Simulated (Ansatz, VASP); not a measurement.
# KLiB2: VASP beside Ansatz, part 2 of 2

Wanted: the spread between two codes on one cell, functional and k mesh. The cell is generated by rule, not measured, and may not be a known phase. The cell is taken from a series of runs on this material, whose earlier steps may have relaxed, scaled, displaced or heated it; both programs get it as it stands.

VASP 6.6.1 and Ansatz 0.2.0.

So far: The structure; VASP: zone-centre phonons, PBE with D3(BJ).

The structure was built from a prototype and need not be the compound's stable phase.

**3. Ansatz: zone-centre phonons, PBE with D3(BJ)**

Level of this step: Ansatz beside VASP: Kohn-Sham DFT, plane waves, PBE with D3(BJ) (Ansatz).

Ansatz runs on its default PAW (the set named soft_2) files.

The same cell, functional, mesh and smearing now go to Ansatz, which takes its cutoff from its data sets.

input.yaml reads:

```yaml
crystal:
  lattice:
    - [4.7979879418, 2.8112e-06, 0.0]
    - [-2.3989964055, 4.155178039, 0.0]
    - [0.0, 0.0, 3.1647645883]
  atoms:
    - { symbol: Li, position: [0.3333333333, 0.6666666667, 0.25] }
    - { symbol: K, position: [0.6666666667, 0.3333333333, 0.75] }
    - { symbol: B, position: [0.0, 0.0, 0.25] }
    - { symbol: B, position: [0.0, 0.0, 0.75] }
kpoints:
  mp_grid: { grid: [10, 10, 12] }
hamiltonian:
  xc: pbe
  dispersion: d3bj
scf:
  occupations: { method: methfessel_paxton, width: 0.15 }
output:
  eigenvalues: true
phonons:
  method: dfpt
```

Launch:

```
$ ansatz run input.yaml --threads 8 --pin off --max-ram 14336MiB --backend cpu --events-out ev --progress --plain --runs-dir out
```

Numbers of over 12 decimals in the logs are rounded to 6 here.

Output:

```text
Engine: ansatz 0.2.0, aarch64-unknown-linux-gnu
Pseudopotentials: kind: paw
Pseudopotential: Li, paw, valence charge 3, recommended cutoff 420 eV (normal), Li.paw.azcp
Pseudopotential: K, paw, valence charge 9, recommended cutoff 420 eV (normal), K.paw.azcp
Pseudopotential: B, paw, valence charge 3, recommended cutoff 420 eV (normal), B.paw.azcp
Functional definition: PBE
  parameter kappa = 0.804
  parameter beta = 0.066725
  exchange = pbe_x(kappa = kappa, mu = beta*pi^2/3)
  correlation = pbe_c(beta = beta)
Crystal: 4 atoms, lattice volume = 63.094 Å³
Basis set: ecut = 420 eV, 1223 PW (Γ), exchange–correlation on 72×72×48 points (8 copies of the dense FFT grid, shifted against one another)
Bands: 13, of which v1, the nominal top of the filled ones, is band 9 counted from 1 (8 counted from 0)
Symmetry: 12 space group operations
k-points: 337 of 1200 (irreducible under 2 space group operations, time reversal used)
Non-local potential: Li, projectors of the file, l = 0: 3, l = 1: 2, l = 2: 1
Non-local potential: K, projectors of the file, l = 0: 3, l = 1: 2, l = 2: 2
Non-local potential: B, projectors of the file, l = 0: 2, l = 1: 2, l = 2: 1
PAW form: soft (Blöchl's): semilocal exchange-correlation on the pseudo side does not see the compensation charge
PAW one-centre angular grid: Li, 110 points (default); XC on 64 Gauss nodes
PAW one-centre angular grid: K, 110 points (default); XC on 64 Gauss nodes
PAW one-centre angular grid: B, 110 points (default); XC on 64 Gauss nodes
Initial density: superposition of atomic densities (neutral atoms: chi_scale 0, normalization atom), corrected by the library's trained network
Initial wavefunctions: pseudopotential atomic-orbital guess
Functional: x = pbe(κ = 0.804, μ = 0.219515), c = pbe(β = 0.066725)
SCF iter   1: F=—  HF=-2054.244670 eV  |F-HF|=—  |Δ(HF+E_count)|=         —  Δρ=2.02e-3  dr2=2.52e-3  ethr=1.77e-3  ⟨swp⟩=5.4  Hψ=26543  notcnv=0
preconditioner: auto → none  [metal: Δε(μ)=0.033 eV  Ē_g=11.760 eV  σ=0.150 eV  W_gap=0.18  n_scr=8 (ndim 8)  ℏωp=17.5 eV  f_vac=0.000  D(μ)=0.57/eV (n_scr^D=0)  sad-step TF]
SCF iter   2: F=—  HF=-2054.244251 eV  |F-HF|=—  |Δ(HF+E_count)|=   4.20e-4  S|Δr|=    0.00e0  Δρ=1.16e-3  dr2=8.04e-4  ethr=1.40e-5  ⟨swp⟩=2.0  Hψ=8922  notcnv=0
SCF iter   3: F=—  HF=-2054.244571 eV  |F-HF|=—  |Δ(HF+E_count)|=   3.20e-4  S|Δr|=    0.00e0  Δρ=2.75e-4  dr2=6.22e-5  ethr=4.47e-6  ⟨swp⟩=2.2  Hψ=5398  notcnv=0
SCF iter   4: F=—  HF=-2054.244569 eV  |F-HF|=—  |Δ(HF+E_count)|=   2.15e-6  S|Δr|=    0.00e0  Δρ=9.96e-5  dr2=1.53e-5  ethr=3.45e-7  ⟨swp⟩=2.0  Hψ=5732  notcnv=0
SCF iter   5: F=—  HF=-2054.244565 eV  |F-HF|=—  |Δ(HF+E_count)|=   3.35e-6  S|Δr|=    0.00e0  Δρ=3.62e-5  dr2=6.67e-7  ethr=8.50e-8  ⟨swp⟩=2.0  Hψ=5704  notcnv=0
SCF iter   6: F=—  HF=-2054.244565 eV  |F-HF|=—  |Δ(HF+E_count)|=   2.00e-8  S|Δr|=    0.00e0  Δρ=6.82e-6  dr2=3.30e-8  ethr=3.70e-9  ⟨swp⟩=2.2  Hψ=6907  notcnv=0
SCF iter   7: F=—  HF=-2054.244565 eV  |F-HF|=—  |Δ(HF+E_count)|=   8.43e-9  S|Δr|=    0.00e0  Δρ=1.78e-6  dr2=1.23e-9  ethr=1.83e-10  ⟨swp⟩=2.0  Hψ=5807  notcnv=0
SCF iter   8: F=—  HF=-2054.244565 eV  |F-HF|=—  |Δ(HF+E_count)|=  7.30e-10  S|Δr|=    0.00e0  Δρ=3.75e-7  dr2=6.98e-11  ethr=6.82e-12  ⟨swp⟩=2.0  Hψ=6467  notcnv=0
SCF iter   9: F=-2054.244565 eV  HF=-2054.244565 eV  |F-HF|=4.55e-13  |Δ(HF+E_count)|=  9.09e-12  S|Δr|=    0.00e0  Δρ=7.97e-8  dr2=3.23e-12  ethr=1.00e-12  ⟨swp⟩=6.8  Hψ=24661  notcnv=0
SCF 1 converged in 9 iterations: F = -2054.244565 eV  dr2 = 3.23e-12
  greatest PAW one-centre occupation: 1.000 electrons in one spin orbital (limit 2), on the Li atom at site 0 (counted from 0), in its partial waves of l = 0
DFPT response loops at Γ: preconditioner auto → Kerker (q_TF=auto, 2.214 Å⁻¹) (partly filled bands, converged f_vac=0.000); β = 1.00, the filter's whole step (`scf.mixing.beta` (0.50) is not read by the response loops under this deck's `scf.mixing.preconditioner`; to damp them name `kerker` or `kerker_dos`, under which they read `scf.mixing.beta`, and type it under 1.00, their step now; both keys bind the ground state too); Broyden in place of MSR1
SCF converged after 9 iterations
Stability not checked: this state was not tested for a lower state beside it, because cold or Methfessel-Paxton smearing, or corrected tetrahedra, fill the levels in a way that the test cannot read (fill_not_monotonic; see scf.lower_state_search)
Free energy (F): -2054.244565 eV
Harris-Foulkes:  -2054.244565 eV  (|F-HF|=4.55e-13)
Internal energy: -2054.243835 eV  (E = F + TS)
E sigma→0 (E₀):  -2054.244383 eV
Entropy (-TS):   -0.000731 eV (-0.183 meV/atom)
Fermi energy:    5.629178 eV
--- Per-component energies (eV) ---
  E_band       = -177.440571
  E_kinetic    = 370.326708
  E_local      = -739.587080  (includes V_loc(G=0)·N_el)
  E_nonlocal   = 4.503884
  E_hartree    = 244.007682
  E_xc         = -208.906294
  E_vxc        = -253.320995  (∫ρ·V_xc dr)
  E_paw        = -960.374374  (= ΣΔE_a)
  E_vpaw       = -47.378446  (= ΣTr[D̂ρ^β])
  E_aug_tail   = 0.000003  (compensation charges beyond the density's cutoff)
  E_ewald      = -763.413478
  E_disp       = -0.800886  (pairwise vdW)
  E_smearing   = -0.000731  (= −TS)
  E_closure    = 0.000000  (closes the sum)
  Σ components = -2054.244565   (vs F -2054.244565, Δ=0.00e0)
--- Band table (eV; the first three rows and the last of 337) ---
  k-point 0: bands = [... 5 lower, -3.9824, 2.3891, 2.8678, 2.8678, 6.3621, 8.9077, 9.3978, 9.3978]
  k-point 1: bands = [... 5 lower, -3.9047, 2.1872, 2.9642, 2.9642, 6.4442, 9.0698, 9.3785, 9.3785]
  k-point 2: bands = [... 5 lower, -3.6775, 1.6497, 3.2527, 3.2527, 6.6522, 9.2941, 9.2941, 9.4841]
  k-point 336: bands = [... 5 lower, -3.4337, 2.1615, 2.1866, 2.8789, 7.5985, 8.6756, 9.9088, 11.3897]
--- Phonons (Γ-DFPT): 8 representative perturbations + reference, on 337 of 1200 k-points (Σ response iterations 25) ---
  k mesh reduced under 2 symmetry operations, with k and −k counted as one. Each operation leaves every solved perturbation unchanged. A smaller set is not used because it would not reduce the number of displacements times k-points to solve
  ASR residual: 1.855e-3 → 0.000e0 eV/Å²; symmetrization residual: 6.147e-5 eV/Å²
  pairwise dispersion correction: d3bj (s6 = 1.0, s8 = 0.7875, a1 = 0.4289, a2_bohr = 4.4407), with the weights of each atom's references fixed at the reference crystal's, and the forces and stress that the weights' published response gives there kept as a pressure on the atom's counted neighbours (hamiltonian.dispersion)
  ASR residual per site (eV/Å²): 1.49e-5 1.85e-3 2.79e-5 6.20e-6
  Γ frequencies (cm⁻¹): -70.63 0.00 0.00 0.00 143.47 208.50 208.50 284.72 284.72 470.66 470.66 1274.88
  non-analytic LO–TO correction: not included (Born effective charges unavailable; polar crystals: no LO–TO splitting at Γ)
```

**4. Comparison**

Known differences besides the potentials themselves: the cutoff is 420 eV in Ansatz and 750 eV in VASP; Ansatz takes the dispersion share of the force constants at frozen C6 weights, VASP differentiates the full forces; VASP uses finite displacements, Ansatz perturbation theory. Total energies have different zeros and are not compared.

Both answers:

```tsv
quantity	Ansatz	VASP	difference
optical mode 1 (imaginary, printed as negative) (cm⁻¹)	-70.6	-70.8	+0.1
optical mode 2 (cm⁻¹)	143.5	141.7	+1.23 %
optical mode 3 to 4 (cm⁻¹)	208.5	207.7	+0.41 %
optical mode 5 to 6 (cm⁻¹)	284.7	285.9	-0.40 %
optical mode 7 to 8 (cm⁻¹)	470.7	471.9	-0.26 %
optical mode 9 (cm⁻¹)	1274.9	1277.9	-0.23 %
```

Modes are paired by rising frequency, not by their patterns, so a pair may set unlike modes beside each other; they are those without the splitting of longitudinal modes.

**5. Results**

```
r.m.s. difference of the optical zone-centre modes, each program's sorted by frequency (zone-centre phonons, PBE with D3(BJ)) : 1.4 cm⁻¹
difference in optical mode 2 (zone-centre phonons, PBE with D3(BJ))                                                           : +1.2 %
```

In words: The r.m.s. difference of the optical zone-centre modes, each program's sorted by frequency is 1.4 cm⁻¹ (zone-centre phonons, PBE with D3(BJ)). Among the rows given in per cent, the largest difference of the zone-centre phonons, PBE with D3(BJ) pair is in optical mode 2, +1.2 %. How closely two codes agree says nothing of how well the functional describes the real material.

[Lines on the potential files, build, host, timing and source positions are cut from VASP's logs without a mark.]

[Logs are printed without paths, hosts, clocks, repeated set-up lines and the standing remarks that a program may print on its own settings, such as how far it seeks lower states.]

[Hosts, paths, dates, database ids (printed as entryN), source tags and the programs' standing remarks are cut or masked in the printed files.]
